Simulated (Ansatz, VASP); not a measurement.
## Two plane-wave programs on Si4BN3

```
CELL_PARAMETERS angstrom
4.55000 0.00000 0.00000
0.00000 4.55000 0.00000
0.00000 0.00000 4.55000
ATOMIC_POSITIONS crystal
Si 0.74500 0.25500 0.74500
Si 0.74500 0.74500 0.25500
Si 0.25500 0.25500 0.25500
Si 0.25500 0.74500 0.74500
B 0.00000 0.00000 0.00000
N 0.50000 0.50000 0.00000
N 0.50000 0.00000 0.50000
N 0.00000 0.50000 0.50000
```

Alike in both runs: task relaxation of cell and atoms; functional PBE; k mesh 4 × 4 × 4; occupations gaussian, width 0.2 eV; no spin polarisation.

|  | VASP | Ansatz |
| --- | --- | --- |
| version | VASP 6.6.1 | Ansatz 0.2.0 |
| potentials or method | VASP PAW PBE potentials, release 64 (Si, B, N) | scalar-relativistic, plane waves, PAW |
| plane-wave cutoff (eV) | 600 | 420 |
| valence electrons in the cell | 34 | 34 |

```tsv
	VASP	Ansatz	Ansatz less VASP
gap on the k mesh at the Fermi level, each at its own relaxed structure (eV)	none	none	-
relaxed volume (Å³/atom)	10.40	10.44	+0.049
relaxed cell length with the largest relative difference (Å)	4.365	4.372	+0.0068
energy change over the relaxation (meV/atom)	-82	-81	+1.5
```

A gap of «none» marks a metal or a gap that the smearing closes.
